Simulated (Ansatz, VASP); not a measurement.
# AlGaAsN: VASP beside Ansatz

One calculation is typed for both programs; each brings its own data sets and cutoff. How far apart do they land? The cell is invented: As first built, before any earlier steps moved the atoms (in the runner's words): it takes the AlGaN2 structure with some of its atoms replaced by other elements, volume scaled by an estimate. It may not be a known or stable phase. The cell is taken from a series of VASP runs on this material, whose earlier steps may have relaxed, scaled or displaced it; both programs get it as it stands.

Program: Ansatz 0.2.0. Level of theory: plane waves, with VASP 6.6.1 beside it; band structure at revPBE and single point at revPBE. Results are calculated unless marked as measured.

### 1. The starting structure

The structure is trigonal, space group P3m1 (No. 156). Conventional cell: a = 3.573 Å, b = 3.573 Å, c = 6.099 Å, α = 90.00°, β = 90.00°, γ = 120.00°. As has 3 Ga at 2.36 Å and 1 Al at 2.53 Å nearest. Nearest to Ga lie 1 N at 2.00 Å and 3 As at 2.36 Å. Al has 3 N at 2.10 Å and 1 As at 2.53 Å nearest. Nearest to N lie 1 Ga at 2.00 Å and 3 Al at 2.10 Å. As first built, before any earlier steps moved the atoms (in the runner's words): sites of the AlGaN2 structure (space group 156) filled with other elements, volume scaled by an estimate. Farther neighbours and most contacts between anions are not listed.

### 2. Ansatz: band structure, revPBE

Ansatz runs on its default PAW (the set named soft_2) files.

A single point gives forces, pressure and levels at one fixed geometry, so differences don't come from the geometry; what else differs is listed under the comparison.

input.yaml reads:

```yaml
crystal:
  lattice:
    - [3.5732612378, 0.0, 0.0]
    - [-1.7866306189, 3.0945347452, 0.0]
    - [0.0, 0.0, 6.0989016103]
  atoms:
    - { symbol: As, position: [0.0, 0.0, 0.6318102766] }
    - { symbol: Ga, position: [0.66666667, 0.33333333, 0.443323083] }
    - { symbol: Al, position: [0.0, 0.0, 0.0466377218] }
    - { symbol: "N", position: [0.66666667, 0.33333333, 0.1146289287] }
hamiltonian:
  xc: revpbe
  pseudopotentials: { kind: paw }
kpoints:
  mp_grid: { grid: [6, 6, 3] }
  band_path:
    path:
      - [0.0, 0.0, 0.0]
      - [0.13333, 0.0, 0.0]
      - [0.3, 0.0, 0.0]
      - [0.46667, 0.0, 0.0]
      - [0.46667, 0.06667, 0.0]
      - [0.41111, 0.17778, 0.0]
      - [0.35556, 0.28889, 0.0]
      - [0.28889, 0.28889, 0.0]
      - [0.17778, 0.17778, 0.0]
      - [0.06667, 0.06667, 0.0]
      - [0.0, 0.0, 0.03333]
      - [0.0, 0.0, 0.2]
      - [0.0, 0.0, 0.36667]
      - [0.0, 0.0, 0.5]
      - [0.16667, 0.0, 0.5]
      - [0.3, 0.0, 0.5]
      - [0.46667, 0.0, 0.5]
      - [0.46667, 0.06667, 0.5]
      - [0.41111, 0.17778, 0.5]
      - [0.35556, 0.28889, 0.5]
      - [0.28889, 0.28889, 0.5]
      - [0.17778, 0.17778, 0.5]
      - [0.06667, 0.06667, 0.5]
      - [0.5, 0.0, 0.46667]
      - [0.5, 0.0, 0.3]
      - [0.5, 0.0, 0.13333]
      - [0.33333, 0.33333, 0.0]
      - [0.33333, 0.33333, 0.16667]
      - [0.33333, 0.33333, 0.33333]
      - [0.33333, 0.33333, 0.5]
    npoints: 1
scf:
  occupations: { method: gaussian, width: 0.05 }
  n_extra_bands: 8
output:
  forces: true
  stress: true
  eigenvalues: true
```

Started as:

```bash
> ansatz run input.yaml --threads 2 --pin off --max-ram 4608MiB --backend cpu --events-out ev --progress --plain --runs-dir out
```

Numbers of over 12 decimals in the logs are rounded to 6 here.

Output:

```text
scf.n_extra_bands = 8 over 18 filled bands (N_el = 36.0): the run solves 26 bands
Engine: ansatz 0.2.0, aarch64-unknown-linux-gnu
Pseudopotentials: kind: paw
Pseudopotential: As, paw, valence charge 15, recommended cutoff 420 eV (normal), As.paw.azcp
Pseudopotential: Ga, paw, valence charge 13, recommended cutoff 420 eV (normal), Ga.paw.azcp
Pseudopotential: Al, paw, valence charge 3, recommended cutoff 420 eV (normal), Al.paw.azcp
Pseudopotential: N, paw, valence charge 5, recommended cutoff 420 eV (normal), N.paw.azcp
Functional definition: revPBE
  parameter kappa = 1.245
  parameter beta = 0.066725
  exchange = pbe_x(kappa = kappa, mu = beta*pi^2/3)
  correlation = pbe_c(beta = beta)
Crystal: 4 atoms, lattice volume = 67.439 Å³
Basis set: ecut = 420 eV, 1287 PW (Γ), exchange–correlation on 48×48×90 points (8 copies of the dense FFT grid, shifted against one another)
Bands: 26, of which v1, the nominal top of the filled ones, is band 18 counted from 1 (17 counted from 0)
Symmetry: 6 space group operations
Space group: P3m1 (ITA 156), of the structure as read, at distance tolerance 4.1e-5 Å
k-points: 17 of 108 (time reversal used)
Non-local potential: As, projectors of the file, l = 0: 2, l = 1: 2, l = 2: 3, l = 3: 1
Non-local potential: Ga, projectors of the file, l = 0: 2, l = 1: 2, l = 2: 3, l = 3: 1
Non-local potential: Al, projectors of the file, l = 0: 2, l = 1: 2, l = 2: 1
Non-local potential: N, projectors of the file, l = 0: 2, l = 1: 2, l = 2: 1
PAW form: soft (Blöchl's): semilocal exchange-correlation on the pseudo side does not see the compensation charge
PAW frozen core: As, regenerated for the run's functional, and the local potential with it (the file was generated under x = pbe(κ = 0.804, μ = 0.219515), c = pbe(β = 0.066725))
PAW frozen core: Ga, regenerated for the run's functional, and the local potential with it (the file was generated under x = pbe(κ = 0.804, μ = 0.219515), c = pbe(β = 0.066725))
PAW frozen core: Al, regenerated for the run's functional, and the local potential with it (the file was generated under x = pbe(κ = 0.804, μ = 0.219515), c = pbe(β = 0.066725))
PAW frozen core: N, regenerated for the run's functional, and the local potential with it (the file was generated under x = pbe(κ = 0.804, μ = 0.219515), c = pbe(β = 0.066725))
PAW one-centre angular grid: As, 590 points (default); XC on 64 Gauss nodes
PAW one-centre angular grid: Ga, 590 points (default); XC on 64 Gauss nodes
PAW one-centre angular grid: Al, 110 points (default); XC on 64 Gauss nodes
PAW one-centre angular grid: N, 110 points (default); XC on 64 Gauss nodes
Initial density: superposition of atomic densities (neutral atoms: chi_scale 0, normalization atom), corrected by the library's trained network
Initial wavefunctions: pseudopotential atomic-orbital guess
Functional: x = revpbe(κ = 1.245, μ = 0.219515), c = pbe(β = 0.066725)
SCF iter   1: F=—  HF=-9573.212362 eV  |F-HF|=—  |Δ(HF+E_count)|=         —  Δρ=2.94e-3  dr2=6.75e-3  ethr=1.77e-3  ⟨swp⟩=5.8  Hψ=2149  notcnv=0  defer=1
preconditioner: auto → Resta (q_TF=auto, 2.457 Å⁻¹)  ε∞=3.4  [insulator: Δε(μ)=0.259 eV  Ē_g=14.930 eV  σ=0.050 eV  W_gap=0.83  n_scr=22 (ndim 8)  ℏωp=23.1 eV  f_vac=0.002  D(μ)=0.79/eV (n_scr^D=2)  ε∞_Penn≈3.4]
SCF iter   2: F=—  HF=-9573.211806 eV  |F-HF|=—  |Δ(HF+E_count)|=   5.57e-4  Δρ=1.37e-3  dr2=1.97e-3  ethr=1.88e-5  ⟨swp⟩=2.0  Hψ=678  notcnv=0  defer=13
SCF iter   3: F=—  HF=-9573.212113 eV  |F-HF|=—  |Δ(HF+E_count)|=   3.07e-4  Δρ=6.82e-4  dr2=4.55e-4  ethr=5.47e-6  ⟨swp⟩=2.0  Hψ=591  notcnv=0  defer=13
SCF iter   4: F=—  HF=-9573.212195 eV  |F-HF|=—  |Δ(HF+E_count)|=   8.23e-5  Δρ=2.00e-4  dr2=3.76e-5  ethr=1.26e-6  ⟨swp⟩=2.0  Hψ=611  notcnv=0  defer=13
SCF iter   5: F=—  HF=-9573.212223 eV  |F-HF|=—  |Δ(HF+E_count)|=   2.77e-5  Δρ=6.16e-5  dr2=3.36e-6  ethr=1.05e-7  ⟨swp⟩=2.0  Hψ=698  notcnv=0  defer=13
SCF iter   6: F=—  HF=-9573.212222 eV  |F-HF|=—  |Δ(HF+E_count)|=   6.87e-7  Δρ=2.72e-5  dr2=6.15e-7  ethr=9.35e-9  ⟨swp⟩=2.0  Hψ=696  notcnv=0  defer=13
SCF iter   7: F=-9573.212223 eV  HF=-9573.212223 eV  |F-HF|=3.15e-8  |Δ(HF+E_count)|=   7.47e-7  Δρ=6.61e-6  dr2=4.70e-8  ethr=2.78e-10  ⟨swp⟩=7.1  Hψ=2139  notcnv=0
SCF 1 converged in 7 iterations: F = -9573.212223 eV  dr2 = 4.70e-8
  greatest PAW one-centre occupation: 0.999 electrons in one spin orbital (limit 2), on the As atom at site 0 (counted from 0), in its partial waves of l = 2
NSCF: frozen V_eff on 30 k-points
SCF converged after 7 iterations
Free energy (F): -9573.212223 eV
Harris-Foulkes:  -9573.212223 eV  (|F-HF|=3.15e-8)
Internal energy: -9573.211242 eV  (E = F + TS)
E sigma→0 (E₀):  -9573.211732 eV
Entropy (-TS):   -0.000982 eV (-0.245 meV/atom)
Fermi energy:    9.207135 eV
--- Per-component energies (eV) ---
  E_band       = -282.623500
  E_kinetic    = 370.763591
  E_local      = -4810.831890  (includes V_loc(G=0)·N_el)
  E_nonlocal   = -192.775226
  E_hartree    = 2395.754354
  E_xc         = -248.570113
  E_vxc        = -242.680983  (∫ρ·V_xc dr)
  E_paw        = -4428.686006  (= ΣΔE_a)
  E_vpaw       = -198.603079  (= ΣTr[D̂ρ^β])
  E_aug_tail   = 0.000016  (compensation charges beyond the density's cutoff)
  E_ewald      = -2658.580073
  E_core_change = -0.285895  (= ΣΔE_core)
  E_smearing   = -0.000982  (= −TS)
  E_closure    = -0.000000  (closes the sum)
  Σ components = -9573.212223   (vs F -9573.212223, Δ=0.00e0)
--- Forces (eV/Å), atoms counted from 1 ---
  atom   1  As     0.00000000     0.00000000    -0.00637501
  atom   2  Ga     0.00000000    -0.00000000     0.00414377
  atom   3  Al     0.00000000     0.00000000    -0.01044400
  atom   4  N      0.00000000     0.00000000     0.01266457
  max |Σ_I F_I| component: 1.07e-5 eV/Å
--- Stress (GPa, compression-positive) ---
       -0.066112       0.000000       0.000000
        0.000000      -0.066112       0.000000
        0.000000       0.000000      -0.080513
  P = ⅓ Tr σ = -0.0709 GPa (-0.709 kbar)
--- Band table (eV; the first three rows and the last of 17) ---
  k-point 0: bands = [... 14 lower, 5.5516, 7.0829, 8.0154, 9.5760, 9.5760, 12.3849, 14.1294, 14.1294, ... 4 higher]
  k-point 1: bands = [... 14 lower, 5.5728, 5.5728, 9.5071, 9.5071, 9.5475, 12.5685, 13.2361, 14.2951, ... 4 higher]
  k-point 2: bands = [... 14 lower, 5.3439, 6.8797, 7.2754, 8.9771, 9.1729, 12.5433, 13.8160, 14.4778, ... 4 higher]
  k-point 16: bands = [... 14 lower, 3.3262, 4.8916, 5.4246, 6.3944, 11.3284, 11.5559, 11.7618, 14.2427, ... 4 higher]
```

Wall time 6.2 s (2 threads of Arm Neoverse N1, shared host); peak memory 0.36 GiB; 12 s of CPU time.

### 3. VASP: band structure, revPBE

The same cell, functional, mesh and smearing now go to VASP, with its own data sets and cutoff.

Lines of VASP's logs that name or quote its potential files are left out, and so is its time.

INCAR reads:

```
SYSTEM = AlGaAsN
PREC = Accurate
ENCUT = 520
EDIFF = 1E-06
NELM = 100
ISMEAR = 0
SIGMA = 0.05
LREAL = .FALSE.
ALGO = Normal
GGA = RE
NBANDS = 27
LORBIT = 11
LWAVE = .FALSE.
LCHARG = .FALSE.
KPAR = 2
```

POSCAR reads:

```
AlGaAsN
1.0
    3.5732612378      0.0000000000      0.0000000000
   -1.7866306189      3.0945347452      0.0000000000
    0.0000000000      0.0000000000      6.0989016103
As Ga Al N
1 1 1 1
Direct
    0.0000000000      0.0000000000      0.6318102766
    0.6666666700      0.3333333300      0.4433230830
    0.0000000000      0.0000000000      0.0466377218
    0.6666666700      0.3333333300      0.1146289287
```

KPOINTS reads:

```
Automatic mesh
0
Gamma
6 6 3
0 0 0
```

KPOINTS_OPT reads:

```
Line mode
16
Line-mode
Reciprocal
  0.00000000   0.00000000   0.00000000 GAMMA
  0.50000000   0.00000000   0.00000000 M

  0.50000000   0.00000000   0.00000000 M
  0.33333333   0.33333333   0.00000000 K

  0.33333333   0.33333333   0.00000000 K
  0.00000000   0.00000000   0.00000000 GAMMA

  0.00000000   0.00000000   0.00000000 GAMMA
  0.00000000   0.00000000   0.50000000 A

  0.00000000   0.00000000   0.50000000 A
  0.50000000   0.00000000   0.50000000 L

  0.50000000   0.00000000   0.50000000 L
  0.33333333   0.33333333   0.50000000 H

  0.33333333   0.33333333   0.50000000 H
  0.00000000   0.00000000   0.50000000 A

  0.50000000   0.00000000   0.50000000 L
  0.50000000   0.00000000   0.00000000 M

  0.33333333   0.33333333   0.00000000 K
  0.33333333   0.33333333   0.50000000 H
```

PAW data sets: As, Ga_d, Al and N (PBE family, release 64).

Started as:

```bash
> mpirun -np 2 vasp_std
```

Output:

```text
[banner, memory and clock lines left out]
running    2 mpi-ranks, on    1 nodes
 distrk:  each k-point on    1 cores,    2 groups
 distr:  one band on    1 cores,    1 groups

 POSCAR found type information on POSCAR AsGaAlN
 POSCAR found :  4 types and       4 ions
|                                                                             |
|               ----> ADVICE to this user running VASP <----                  |
|                                                                             |
|     You enforced a specific xc type in the INCAR file but a different       |
|     [... a line on the potential file left out ...]
|     I HOPE YOU KNOW WHAT YOU ARE DOING!                                     |
|                                                                             |

 LDA part: xc-table for (Slater+PW92), standard interpolation
 POSCAR, INCAR and KPOINTS ok, starting setup
 FFT: planning ... GRIDC
 FFT: planning ... GRID_SOFT
 FFT: planning ... GRID
 WAVECAR not read
 entering main loop
       N       E                     dE             d eps       ncg     rms          rms(c)
DAV:   1     0.185863196282E+03    0.18586E+03   -0.10888E+04  1036   0.116E+03
DAV:   2     0.302879700840E+01   -0.18283E+03   -0.16566E+03  1046   0.380E+02
DAV:   3    -0.212605243603E+02   -0.24289E+02   -0.23924E+02  1109   0.909E+01
DAV:   4    -0.219488864687E+02   -0.68836E+00   -0.68725E+00  1094   0.168E+01
DAV:   5    -0.219621251260E+02   -0.13239E-01   -0.13236E-01  1182   0.229E+00    0.857E+00
DAV:   6    -0.198432623075E+02    0.21189E+01   -0.92841E+00  1277   0.195E+01    0.412E+00
DAV:   7    -0.197305407352E+02    0.11272E+00   -0.99263E-01  1031   0.684E+00    0.243E+00
DAV:   8    -0.197241750551E+02    0.63657E-02   -0.16939E-01  1145   0.205E+00    0.814E-01
DAV:   9    -0.197256573769E+02   -0.14823E-02   -0.10020E-02  1125   0.666E-01    0.304E-01
DAV:  10    -0.197270155194E+02   -0.13581E-02   -0.19601E-03  1066   0.225E-01    0.103E-01
DAV:  11    -0.197272488237E+02   -0.23330E-03   -0.27768E-04  1072   0.942E-02    0.327E-02
DAV:  12    -0.197272621208E+02   -0.13297E-04   -0.43207E-05  1113   0.326E-02    0.109E-02
DAV:  13    -0.197272647103E+02   -0.25895E-05   -0.48718E-06  1037   0.128E-02    0.572E-03
DAV:  14    -0.197272651529E+02   -0.44256E-06   -0.12124E-06  1062   0.602E-03
   1 F= -.19727265E+02 E0= -.19726774E+02  d E =-.981507E-03
 Start KPOINTS_OPT (optional k-point list driver)
k-point batch [1-17\144]
       N       E                     dE             ncg
DAV:   1     0.169755074604E+04   -0.59773E+04     1029
DAV:   2    -0.126411009067E+04   -0.29617E+04     1025
DAV:   3    -0.166017985212E+04   -0.39607E+03     1118
DAV:   4    -0.167221217482E+04   -0.12032E+02     1062
DAV:   5    -0.167245944573E+04   -0.24727E+00     1214
DAV:   6    -0.167247111127E+04   -0.11666E-01     1253
DAV:   7    -0.167247121106E+04   -0.99784E-04     1257
DAV:   8    -0.167247121239E+04   -0.13362E-05      917
DAV:   9    -0.167247121254E+04   -0.15275E-06      742
[...]
k-point batch [137-144\144]
       N       E                     dE             ncg
DAV:   1     0.939077470031E+04   -0.72561E+04      480
DAV:   2     0.802947250994E+04   -0.13613E+04      496
DAV:   3     0.784641196717E+04   -0.18306E+03      538
DAV:   4     0.784116578313E+04   -0.52462E+01      477
DAV:   5     0.784106321766E+04   -0.10257E+00      592
DAV:   6     0.784105965589E+04   -0.35618E-02      543
DAV:   7     0.784105962842E+04   -0.27478E-04      600
DAV:   8     0.784105962796E+04   -0.45113E-06      404
```

Parts of OUTCAR (step 3):

```text
ion  position               nearest neighbor table
   1  0.000  0.000  0.632-   2 2.36   2 2.36   2 2.36   3 2.53
   2  0.667  0.333  0.443-   4 2.00   1 2.36   1 2.36   1 2.36
   3  0.000  0.000  0.047-   4 2.10   4 2.10   4 2.10   1 2.53
   4  0.667  0.333  0.115-   2 2.00   3 2.10   3 2.10   3 2.10

  LATTYP: Found a hexagonal cell.
 ALAT       =     3.5732612378
 C/A-ratio  =     1.7068166038

 Subroutine GETGRP returns: Found  6 space group operations
 (whereof  6 operations were pure point group operations)

The static configuration has the point symmetry C_3v.

 Found     17 irreducible k-points:

   k-points           NKPTS =     17   k-points in BZ     NKDIM =     17   number of bands    NBANDS=     27

   dimension x,y,z NGX =    28 NGY =   28 NGZ =   48
   dimension x,y,z NGXF=    56 NGYF=   56 NGZF=   96

   ENCUT  =  520.0 eV  38.22 Ry    6.18 a.u.   6.64  6.64 11.34*2*pi/ulx,y,z

   NELECT =      26.0000    total number of electrons

 k-points in reciprocal lattice and weights: Automatic mesh
   0.00000000  0.00000000  0.00000000       0.009
   0.16666667  0.00000000  0.00000000       0.056
   0.33333333  0.00000000  0.00000000       0.056
   0.50000000  0.00000000  0.00000000       0.028
   0.16666667  0.16666667  0.00000000       0.056
   0.33333333  0.16666667  0.00000000       0.111
   0.33333333  0.33333333  0.00000000       0.019
   0.00000000  0.00000000  0.33333333       0.019
   0.16666667  0.00000000  0.33333333       0.056
[...]
-0.16666667  0.50000000  0.33333333       0.111
   0.33333333  0.33333333  0.33333333       0.037

 average (electrostatic) potential at core
       1 -48.5883       2 -64.8971       3 -76.2009       4 -63.6323

 E-fermi :   6.0486

 k-point     1 :       0.0000    0.0000    0.0000
  band No.  band energies     occupation
    ...
      8      -1.7671      2.00000
      9       2.3931      2.00000
     10       2.3931      2.00000
     11       3.9283      2.00000
     12       4.8569      2.00000
     13       6.4267      0.00000
     14       6.4267      0.00000
     15       9.2335      0.00000
     16      10.9565      0.00000
     17      10.9565      0.00000
    ...

 k-point     2 :       0.1667    0.0000    0.0000
  band No.  band energies     occupation
    ...
     10       2.1851      2.00000
     11       3.7263      2.00000
     12       4.1214      2.00000
     13       5.8256      2.00000
     14       6.0144      1.66667
     15       9.3792      0.00000
     16      10.6516      0.00000
     17      11.3187      0.00000
     18      11.4894      0.00000
     19      12.3231      0.00000
    ...

 k-point     3 :       0.3333    0.0000    0.0000
  band No.  band energies     occupation
    ...
      9      -0.0819      2.00000
     10       1.2924      2.00000
     11       1.8104      2.00000
     12       3.1810      2.00000
     13       4.9831      2.00000
     14       7.1065      0.00000
     15       8.3630      0.00000
     16       9.4207      0.00000
     17      10.7404      0.00000
     18      11.3680      0.00000
    ...

  Total       -0.0081958     -0.0081958      0.0075292      0.0000000      0.0000000      0.0000000
  in kB       -0.1947120     -0.1947119      0.1788736      0.0000000      0.0000000      0.0000000
  external PRESSURE =      -0.0701834 kB  Pullay stress =       0.0000000 kB

  energy-cutoff  :      520.00
  volume of cell :       67.44
      direct lattice vectors                 reciprocal lattice vectors
     3.573261238  0.000000000  0.000000000     0.279856393  0.161575177  0.000000000
    -1.786630619  3.094534745  0.000000000     0.000000000  0.323150355  0.000000000
     0.000000000  0.000000000  6.098901610     0.000000000  0.000000000  0.163963950

 POSITION                                       TOTAL-FORCE (eV/Angst)
 -----------------------------------------------------------------------------------
      0.00000      0.00000      3.85335         0.000000      0.000000      0.006895
      1.78663      1.03151      2.70378         0.000000      0.000000     -0.007177
      0.00000      0.00000      0.28444        -0.000000      0.000000     -0.004530
      1.78663      1.03151      0.69911        -0.000000      0.000000      0.004812
 -----------------------------------------------------------------------------------
    total drift:                               -0.000020      0.000002      0.000923

  FREE ENERGIE OF THE ION-ELECTRON SYSTEM (eV)
  ---------------------------------------------------
  free  energy   TOTEN  =       -19.7272651529 eV

  energy  without entropy=      -19.7262836457  energy(sigma->0) =      -19.72677440

 total charge
# of ion       s       p       d       tot
------------------------------------------
    1        1.210   1.674   0.039   2.922
    2        0.860   0.914  10.056  11.830
    3        0.362   0.298   0.000   0.660
    4        1.248   2.390   0.000   3.638
--------------------------------------------------
tot          3.680   5.276  10.095  19.050

[... 3 further parts left out ...]
```

Spin-orbit coupling is off here; it would split degenerate levels. The PAW data sets were made with PBE, which is usual practice but a small mismatch for other functionals.

### 4. Side by side

Known differences besides the potentials themselves: the data sets hold 36 valence electrons in Ansatz (default PAW (the set named soft_2) files) and 26 in VASP; the cutoff is 420 eV in Ansatz and 520 eV in VASP; Ansatz makes its cores anew for this functional, VASP keeps those of its PBE data sets; VASP leaves aspherical gradient terms in its spheres out (LASPH is not set), Ansatz keeps them. Total energies have different zeros and are not compared.

The two programs side by side:

| quantity | Ansatz | VASP | difference |
| --- | --- | --- | --- |
| pressure (GPa) | -0.07 | -0.01 | -0.06 |
| pressure without Ansatz's Pulay correction (GPa) | -0.23 | -0.01 | -0.22 |

At this near-relaxed geometry the largest component of a force difference is 13 meV/Å. Levels from 3 eV below to 2 eV above the Fermi level differ by 5 meV r.m.s. and 9 meV at most; each VASP level is matched to the nearest of Ansatz, which flatters the figure a little. Ansatz's pressure holds a Pulay correction of 0.16 GPa; VASP's holds none.

(Part 1 of 2 ends here.)

[Lines on the potential files, build, host, timing and source positions are cut from VASP's logs without a mark.]

[Logs are printed without paths, hosts, clocks, repeated set-up lines and the standing remarks that a program may print on its own settings, such as how far it seeks lower states.]

[Hosts, paths, dates, database ids (printed as entryN), source tags and the programs' standing remarks are cut or masked in the printed files.]
